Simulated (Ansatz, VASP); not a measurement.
# AlCo: VASP beside Ansatz, part 2 of 2

Wanted: the spread between two codes on one cell, functional and k mesh. The cell is taken from a series of runs on this material, whose earlier steps may have relaxed, scaled, displaced or heated it; both programs get it as it stands.

VASP 6.6.1 and Ansatz 0.2.0.

So far: Starting point; Ansatz: zone-centre phonons, LDA, pair 1; VASP: zone-centre phonons, LDA, pair 1; Differences.

## Step 5: Ansatz: zone-centre phonons, LDA, pair 2

Level of this step: Ansatz beside VASP: Kohn-Sham DFT, plane waves, LDA (Ansatz).

Second derivatives magnify differences that forces hide, and they need a tight electronic threshold. The cell compared in this pair holds 21.58 Å³, against 21.36 Å³ for the pair before.

The cell is taken from a series of runs on this material, whose earlier steps may have relaxed, scaled, displaced or heated it; both programs get it as it stands.

The input, input.yaml:

```yaml
crystal:
  lattice:
    - [2.7839918737, 0.0, 0.0]
    - [0.0, 2.7839918737, 0.0]
    - [0.0, 0.0, 2.7839918737]
  atoms:
    - { symbol: Al, position: [0.0, 0.0, 0.0] }
    - { symbol: Co, position: [0.5, 0.5, 0.5] }
kpoints:
  mp_grid: { grid: [16, 16, 16] }
hamiltonian:
  xc: lda
  pseudopotentials: { kind: paw, azcp: { folder: soft_1 }, xc_functional: pbe }
scf:
  occupations: { method: methfessel_paxton, width: 0.2 }
output:
  eigenvalues: true
phonons:
  method: dfpt
```

On the command line:

```sh
> ansatz run input.yaml --threads 4 --pin off --max-ram 10240MiB --backend cpu --events-out ev --progress --plain --runs-dir out
```

Numbers of over 12 decimals in the logs are rounded to 6 here.

Output:

```text
[...]
Crystal: 2 atoms, lattice volume = 21.578 Å³
Basis set: ecut = 420 eV, 437 PW (Γ), exchange–correlation on 40×40×40 points (8 copies of the dense FFT grid, shifted against one another)
Bands: 14, of which v1, the nominal top of the filled ones, is band 10 counted from 1 (9 counted from 0)
Symmetry: 48 space group operations
k-points: 405 of 4096 (irreducible under 8 space group operations, time reversal used)
[...]
k-point 2: bands = [... 6 lower, 12.1347, 14.3196, 14.3196, 14.5062, 19.5284, 22.0892, 22.0892, 24.3796]
  k-point 404: bands = [... 6 lower, 11.1211, 15.1303, 15.1303, 17.7687, 17.7687, 17.7687, 20.0562, 21.1811]
[...]
ASR residual: 5.504e-6 → 0.000e0 eV/Å²; symmetrization residual: 8.306e-7 eV/Å²
  ASR residual per site (eV/Å²): 5.50e-6 4.69e-6
  Γ frequencies (cm⁻¹): 0.00 0.00 0.00 352.18 352.18 352.18
[...]
[key lines of the parts left out:]
SCF converged after 8 iterations
Free energy (F): -5576.999649 eV
Fermi energy:    15.391625 eV
```

## Step 6: VASP: zone-centre phonons, LDA, pair 2

The same cell, functional (in two slightly different forms), mesh and smearing now go to VASP, with its own data sets.

The input, INCAR:

```
SYSTEM = AlCo
PREC = Accurate
ENCUT = 600
EDIFF = 1E-08
NELM = 120
ISMEAR = 1
SIGMA = 0.2
LREAL = .FALSE.
ALGO = Normal
GGA = CA
NBANDS = 12
LASPH = .TRUE.
LORBIT = 11
LWAVE = .FALSE.
LCHARG = .FALSE.
ISIF = 2
IBRION = 8
GGA_COMPAT = .FALSE.
KPAR = 2
```

The input, POSCAR:

```
AlCo
1.0
    2.7839918737      0.0000000000      0.0000000000
    0.0000000000      2.7839918737      0.0000000000
    0.0000000000      0.0000000000      2.7839918737
Al Co
1 1
Direct
    0.0000000000      0.0000000000      0.0000000000
    0.5000000000      0.5000000000      0.5000000000
```

The input, KPOINTS:

```
Automatic mesh
0
Gamma
16 16 16
0 0 0
```

PAW data sets: Al and Co (LDA family, release 64).

On the command line:

```sh
> mpirun -np 2 vasp_std
```

Output:

```text
[... set-up lines as in an earlier step ...]
 entering main loop
       N       E                     dE             d eps       ncg     rms          rms(c)
DAV:   1     0.410447897745E+02    0.41045E+02   -0.59849E+03  3968   0.122E+03
DAV:   2    -0.135589263338E+02   -0.54604E+02   -0.50559E+02  4052   0.197E+02
DAV:   3    -0.153489086880E+02   -0.17900E+01   -0.17746E+01  4720   0.420E+01
DAV:   4    -0.153742566388E+02   -0.25348E-01   -0.25340E-01  4500   0.451E+00
[...]
DAV:  12    -0.137062346543E+02    0.97425E-06   -0.14907E-06  5000   0.130E-02    0.688E-03
DAV:  13    -0.137062346145E+02    0.39792E-07   -0.14507E-07  4440   0.329E-03    0.109E-03
DAV:  14    -0.137062346123E+02    0.21449E-08   -0.44010E-09  2672   0.732E-04
   1 F= -.13706235E+02 E0= -.13706839E+02  d E =0.181409E-02
 Linear response reoptimize wavefunctions to high precision
DAV:   1    -0.137062346122E+02    0.14325E-09   -0.13977E-09  3252   0.325E-04
DAV:   2    -0.137062346122E+02   -0.22510E-10   -0.15432E-10  2260   0.149E-04
 Linear response DOF=           2
 Linear response progress:
[...]
RMM:   8    -0.583769991006E-02   -0.15306E-06   -0.37122E-09 17231   0.624E-04    0.290E-04
RMM:   9    -0.583781096695E-02   -0.11106E-06   -0.32545E-10 17341   0.186E-04    0.108E-05
RMM:  10    -0.583780104847E-02    0.99185E-08   -0.27200E-10 17207   0.499E-05    0.208E-05
 first order change of Fermi-energy   0.54899E-04
 force on displaced ion       1 direction 1 :  -8.549   0.000  -0.000
 Linear response progress:
  Degree of freedom:   2/  2
       N       E                     dE             d eps       ncg     rms          rms(c)
RMM:   1    -0.169563530471E+00   -0.16956E+00   -0.10471E-01 14452   0.263E+00
RMM:   2    -0.169302018006E+00    0.26151E-03   -0.28752E-03 14566   0.563E-01    0.166E-01
RMM:   3    -0.169239759193E+00    0.62259E-04   -0.20171E-04 15338   0.118E-01    0.988E-02
RMM:   4    -0.169599169891E+00   -0.35941E-03   -0.19839E-04 16295   0.105E-01    0.741E-03
[...]
RMM:  10    -0.169540751695E+00    0.78514E-07    0.26483E-11 17073   0.735E-05    0.127E-05
RMM:  11    -0.169540804873E+00   -0.53178E-07   -0.24113E-10 16707   0.406E-05    0.185E-06
RMM:  12    -0.169540802284E+00    0.25891E-08   -0.10284E-10 18258   0.219E-05    0.124E-06
 first order change of Fermi-energy   0.29648E-02
 force on displaced ion       2 direction 1 :  -8.562  -0.000  -0.000
 Linear response finished
```

Parts of OUTCAR (step 6):

```text
  Total        0.3350859      0.3350859      0.3350859      0.0000000     -0.0000000      0.0000000
  in kB       24.8807138     24.8807138     24.8807138      0.0000000     -0.0000000      0.0000000
  external PRESSURE =      24.8807138 kB  Pullay stress =       0.0000000 kB

 POSITION                                       TOTAL-FORCE (eV/Angst)
 -----------------------------------------------------------------------------------
      0.00000      0.00000      0.00000         0.000000      0.000000      0.000000
      1.39200      1.39200      1.39200         0.000000      0.000000      0.000000
 -----------------------------------------------------------------------------------
    total drift:                                0.000000     -0.000000     -0.000000

[... 1 part as in an earlier step ...]

[... 1 further part left out ...]
```

## Step 7: Side by side

What differs besides the data sets and the points named for the pairs above, as far as they apply: the data sets hold 20 valence electrons in Ansatz (on its PAW soft_1 files) and 12 in VASP. Total energies have different zeros and are not compared.

The two programs side by side:

```csv
quantity,Ansatz,VASP,difference
optical mode 1 to 3 (cm⁻¹),352.2,354.5,-0.65 %
```

Modes are paired by rising frequency, not by their patterns, so a pair may set unlike modes beside each other; they are those without the splitting of longitudinal modes.

## Step 8: What came out

```json
{
  "r.m.s. difference of the optical zone-centre modes, each program's sorted by frequency (zone-centre phonons, LDA, pair 1)": "2.3 cm⁻¹",
  "difference in optical mode 1 to 3 (zone-centre phonons, LDA, pair 1)": "-0.6 %",
  "r.m.s. difference of the optical zone-centre modes, each program's sorted by frequency (zone-centre phonons, LDA, pair 2)": "2.3 cm⁻¹",
  "difference in optical mode 1 to 3 (zone-centre phonons, LDA, pair 2)": "-0.7 %"
}
```

What this shows: The r.m.s. difference of the optical zone-centre modes, each program's sorted by frequency is 2.3 cm⁻¹ (zone-centre phonons, LDA, pair 1). The data sets hold unlike numbers of valence electrons (20 in Ansatz and 12 in VASP), so part of the differences comes from the potentials. Among the rows given in per cent, the largest difference of the zone-centre phonons, LDA, pair 1 pair is in optical mode 1 to 3, -0.6 %. Among the rows given in per cent, the largest difference of the zone-centre phonons, LDA, pair 2 pair is in optical mode 1 to 3, -0.7 %. How closely two codes agree says nothing of how well the functional describes the real material.

[Lines on the potential files, build, host, timing and source positions are cut from VASP's logs without a mark.]

[Logs are printed without paths, hosts, clocks, repeated set-up lines and the standing remarks that a program may print on its own settings, such as how far it seeks lower states.]

[Hosts, paths, dates, database ids (printed as entryN), source tags and the programs' standing remarks are cut or masked in the printed files.]
